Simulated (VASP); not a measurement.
```xyz
2
Lattice="0.0000 2.4200 2.4200 2.4200 0.0000 2.4200 2.4200 2.4200 0.0000" Properties=species:S:1:pos:R:3 pbc="T T T"
Be     0.0000     0.0000     0.0000
S      1.2100     1.2100     1.2100
```

Level of theory: PBEsol GGA, VASP's PBE PAW potentials (set 64) (plane waves; VASP 6.6.1). Run with 400 eV cut-off, 9×9×9 Γ-centred mesh, Gaussian smearing of 0.050 eV, potentials Be S.

Problem. What does the run give for the energy per atom (σ→0)?

Solution. 
The energy per atom (σ→0) is -5.281 eV/atom.

The structure was generated: BeS was put into the zinc blende type (F-43m), which need not be its known phase. It was relaxed first, which changed the volume by +13 %. The start is the result of an earlier pass.
